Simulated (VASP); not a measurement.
Output of a VASP run:

OUTCAR:
```
 ion  position               nearest neighbor table
   1  0.000  0.000  1.000-   5 2.38   5 2.38   7 2.38   6 2.38
   2  0.007  0.497  0.995-   5 2.36   6 2.36   6 2.36   8 2.42
   3  0.497  0.007  0.995-   5 2.36   7 2.36   7 2.36   8 2.42
   4  0.495  0.495  0.010-   6 2.35   7 2.35   8 2.41   8 2.41
   5  0.125  0.125  0.250-   2 2.36   3 2.36   1 2.38   1 2.38
   6  0.125  0.625  0.250-   4 2.35   2 2.36   2 2.36   1 2.38
   7  0.625  0.125  0.250-   4 2.35   3 2.36   3 2.36   1 2.38
   8  0.625  0.625  0.250-   4 2.41   4 2.41   3 2.42   2 2.42
  LATTYP: Found a base centered orthorhombic cell.
 ALAT       =     7.7697981126
 B/A-ratio  =     1.4106260143
 C/A-ratio  =     0.5005377045
 Subroutine PRICEL returns:
 Original cell was already a primitive cell.
 Subroutine GETGRP returns: Found  4 space group operations
The static configuration has the point symmetry C_2v.
The dynamic configuration has the point symmetry C_2v.
 Subroutine INISYM returns: Found  4 space group operations
 Subroutine IBZKPT returns following result:
 Found     16 irreducible k-points:

 Following reciprocal coordinates:
            Coordinates               Weight
  0.000000  0.000000  0.000000      1.000000
  0.333333  0.000000  0.000000      4.000000
  0.333333  0.333333  0.000000      2.000000
 -0.333333  0.333333  0.000000      2.000000
 -0.000000 -0.000000  0.166667      4.000000
  0.333333  0.000000  0.166667      4.000000
 -0.333333  0.000000  0.166667      8.000000
 -0.333333 -0.333333  0.166667      2.000000
 -0.000000 -0.000000  0.333333      4.000000
  0.333333  0.000000  0.333333      8.000000
 -0.333333 -0.000000  0.333333      4.000000
  0.333333  0.333333  0.333333      2.000000
 -0.000000 -0.000000  0.500000      1.000000
  0.333333  0.000000  0.500000      4.000000
  0.333333  0.333333  0.500000      2.000000
 -0.333333  0.333333  0.500000      2.000000
   k-points           NKPTS =     16   k-points in BZ     NKDIM =     16   number of bands    NBANDS=     43
   number of dos      NEDOS =    301   number of ions     NIONS =      8
   total plane-waves  NPLWV =  81648
   dimension x,y,z NGX =    54 NGY =   54 NGZ =   28
   dimension x,y,z NGXF=   108 NGYF=  108 NGZF=   56
   ions per type =               4   3   1
   PREC   = accura    normal or accurate (medium, high low for compatibility)
   ISTART =      0    job   : 0-new  1-cont  2-samecut
   ICHARG =      2    charge: 1-file 2-atom 10-const
   ISPIN  =      1    spin polarized calculation?
   LNONCOLLINEAR =      F non collinear calculations
   LSORBIT =      F    spin-orbit coupling
   INIWAV =      1    electr: 0-lowe 1-rand  2-diag
   ENCUT  =  400.0 eV  29.40 Ry    5.42 a.u.  12.66 12.66  6.34*2*pi/ulx,y,z
   NELM   =    100;   NELMIN=  2; NELMDL= -5     # of ELM steps
   EDIFF  = 0.1E-05   stopping-criterion for ELM
   LREAL  =      F    real-space projection
   NLSPLINE    = F    spline interpolate recip. space projectors
   LMAXMIX     =    4 max onsite mixed and CHGCAR
   VOSKOWN=      0    Vosko Wilk Nusair interpolation
   EDIFFG = -.2E-01   stopping-criterion for IOM
   NSW    =     60    number of steps for IOM
   NBLOCK =      1;   KBLOCK =     60    inner block; outer block
   IBRION =      2    ionic relax: 0-MD 1-quasi-New 2-CG
   NFREE  =      1    steps in history (QN), initial steepest desc. (CG)
   ISIF   =      3    stress and relaxation
   ISYM   =      2    0-nonsym 1-usesym 2-fastsym
   TEIN   =    0.0    initial temperature
   TEBEG  =    0.0;   TEEND  =   0.0 temperature during run
   SMASS  =  -3.00    Nose mass-parameter (am)
   PSTRESS=    0.0 pullay stress
   NELECT =      72.0000    total number of electrons
   EFERMI =   0.00;   METHOD = LEGACY
   ISMEAR =     0;   SIGMA  =   0.05  broadening in eV -4-tet -1-fermi 0-gaus
   IALGO  =     38    algorithm
   LDIAG  =      T    sub-space diagonalisation (order eigenvalues)
   IMIX   =      4    mixing-type and parameters
     AMIX     =   0.40;   BMIX     =  1.00
     AMIX_MAG =   1.60;   BMIX_MAG =  1.00
     AMIN     =   0.10
...
```

OSZICAR:
```
       N       E                     dE             d eps       ncg     rms          rms(c)
DAV:   1     0.565954751095E+03    0.56595E+03   -0.29167E+04  1451   0.212E+03
DAV:   2     0.512629446335E+02   -0.51469E+03   -0.50188E+03  1472   0.528E+02
DAV:   3    -0.343709210400E+02   -0.85634E+02   -0.83909E+02  1597   0.163E+02
DAV:   4    -0.396407628493E+02   -0.52698E+01   -0.52380E+01  1717   0.406E+01
DAV:   5    -0.397950982336E+02   -0.15434E+00   -0.15395E+00  1906   0.690E+00    0.787E+00
DAV:   6    -0.388701224967E+02    0.92498E+00   -0.17959E+00  1998   0.168E+01    0.468E+00
DAV:   7    -0.387282998513E+02    0.14182E+00   -0.88663E-01  1692   0.488E+00    0.158E+00
DAV:   8    -0.387219895121E+02    0.63103E-02   -0.18351E-01  1811   0.628E+00    0.306E-01
DAV:   9    -0.387216018847E+02    0.38763E-03   -0.22713E-02  1864   0.286E+00    0.121E-01
DAV:  10    -0.387219612683E+02   -0.35938E-03   -0.55723E-03  1906   0.981E-01    0.886E-02
DAV:  11    -0.387221117398E+02   -0.15047E-03   -0.16771E-03  1911   0.392E-01    0.331E-02
DAV:  12    -0.387221537016E+02   -0.41962E-04   -0.22528E-04  1599   0.170E-01    0.160E-02
DAV:  13    -0.387221566124E+02   -0.29108E-05   -0.35976E-05  1754   0.108E-01    0.772E-03
DAV:  14    -0.387221589178E+02   -0.23055E-05   -0.15096E-05  1553   0.430E-02    0.443E-03
DAV:  15    -0.387221592317E+02   -0.31388E-06   -0.35323E-06  1221   0.262E-02
   1 F= -.38722159E+02 E0= -.38722159E+02  d E =-.387222E+02
       N       E                     dE             d eps       ncg     rms          rms(c)
DAV:   1    -0.387261548028E+02   -0.39959E-02   -0.70962E-02  1910   0.284E+00    0.387E-01
DAV:   2    -0.387234565139E+02    0.26983E-02   -0.11467E-02  1800   0.137E+00    0.186E-01
DAV:   3    -0.387225643137E+02    0.89220E-03   -0.15366E-03  1899   0.428E-01    0.465E-02
DAV:   4    -0.387225197634E+02    0.44550E-04   -0.48576E-04  1542   0.261E-01    0.194E-02
DAV:   5    -0.387225196321E+02    0.13133E-06   -0.62618E-05  1717   0.145E-01    0.112E-02
DAV:   6    -0.387225200975E+02   -0.46544E-06   -0.21913E-05  1698   0.435E-02    0.566E-03
DAV:   7    -0.387225203481E+02   -0.25052E-06   -0.31756E-06  1171   0.126E-02
   2 F= -.38722520E+02 E0= -.38722520E+02  d E =-.361116E-03
       N       E                     dE             d eps       ncg     rms          rms(c)
DAV:   1    -0.387225237649E+02   -0.36673E-05   -0.63684E-05  1922   0.862E-02    0.116E-02
DAV:   2    -0.387225213549E+02    0.24100E-05   -0.10376E-05  1412   0.441E-02    0.569E-03
DAV:   3    -0.387225204380E+02    0.91692E-06   -0.15954E-06   849   0.215E-02
   3 F= -.38722520E+02 E0= -.38722520E+02  d E =-.361206E-03
```

OUTCAR:
```
------------------------ aborting loop because EDIFF is reached ----------------------------------------
  FORCE on cell =-STRESS in cart. coord.  units (eV):
  Direction    XX          YY          ZZ          XY          YZ          ZX
  --------------------------------------------------------------------------------------
  Total       -0.0114715     -0.0114715      0.1224154      0.0106350     -0.0000000     -0.0000000
  in kB       -0.1112434     -0.1112434      1.1871042      0.1031308     -0.0000000     -0.0000000
  external PRESSURE =       0.3215391 kB  Pullay stress =       0.0000000 kB
  volume of cell :      165.22
      direct lattice vectors                 reciprocal lattice vectors
     0.000091913  5.490278443  5.481117795    -0.091071587  0.091071587  0.091222269
     5.490278443  0.000091913  5.481117795     0.091071587 -0.091071587  0.091222269
     2.745185178  2.745185178 -0.000000000     0.182137075  0.182137075 -0.182444537
 POSITION                                       TOTAL-FORCE (eV/Angst)
 -----------------------------------------------------------------------------------
      2.74519      2.74519      0.00350        -0.000000     -0.000000      0.002506
      5.46261      2.77295      2.76587        -0.003048      0.003048     -0.013262
      2.77295      5.46261      2.76587         0.003048     -0.003048     -0.013262
      2.74519      2.74519      5.42794         0.000000      0.000000     -0.007333
      1.37259      1.37259      1.36929        -0.000000     -0.000000      0.002639
      4.11870      1.37167      4.11003         0.005411     -0.005411      0.006631
      1.37167      4.11870      4.11003        -0.005411      0.005411      0.006631
      4.11778      4.11778      6.85306        -0.000000     -0.000000      0.015450
 -----------------------------------------------------------------------------------
    total drift:                               -0.000055     -0.000055      0.001205
  FREE ENERGIE OF THE ION-ELECTRON SYSTEM (eV)
  ---------------------------------------------------
  free  energy   TOTEN  =       -38.7225204380 eV

  energy  without entropy=      -38.7225204380  energy(sigma->0) =      -38.72252044

 reached required accuracy - stopping structural energy minimisation
```
(Selected blocks of OUTCAR.)

File POSCAR:
```
Ga4AsP3
1
    0.0029541897     5.4970311236     5.4801396717
    5.4970311236     0.0029541897     5.4801396717
    2.7499926567     2.7499926567     0.0000000000
Ga P As
4 3 1
Direct
  0.0002359870   0.0002359870   0.9995280261
  0.0073823302   0.4973405465   0.9952771233
  0.4973405465   0.0073823302   0.9952771233
  0.4951082296   0.4951082296   0.0097835408
  0.1249602262   0.1249602262   0.2500795476
  0.1248817402   0.6250088625   0.2501093973
  0.6250088625   0.1248817402   0.2501093973
  0.6250820778   0.6250820778   0.2498358443
```

Q: Write an INCAR and KPOINTS that could have produced this output.

A: One answer among several that fit: the input of the run itself, PBEsol GGA, plane waves, VASP's PBE PAW potentials (set 64).

INCAR:
```
LMAXMIX=4   # l cut-off of mixed one-centre charges
LCHARG=.FALSE.
ISIF=3   # ions, shape and volume
NELM=100   # most electronic steps
ISMEAR=0
IBRION=2   # conjugate gradients
NSW=60
SYSTEM=Ga4AsP3
ENCUT=400
LWAVE=.FALSE.
LASPH=.TRUE.
SIGMA=0.05   # width (eV)
ALGO=Normal   # blocked Davidson
EDIFFG=-0.02   # ionic stop
PREC=Accurate
EDIFF=1E-6
LREAL=.FALSE.
GGA=PS   # PBEsol
```

### KPOINTS
```
Automatic mesh
0
Gamma
3 3 6
0 0 0
```

POTCAR, in this order: Ga_d P As (PBE.64 set). Program: vasp_std.

The structure was generated: Ga4AsP3 was put into an ordered model structure (Amm2), which need not be its known phase. This run relaxes it. Symmetry was kept, so distortions that lower it aren't found. The start is the result of an earlier pass.
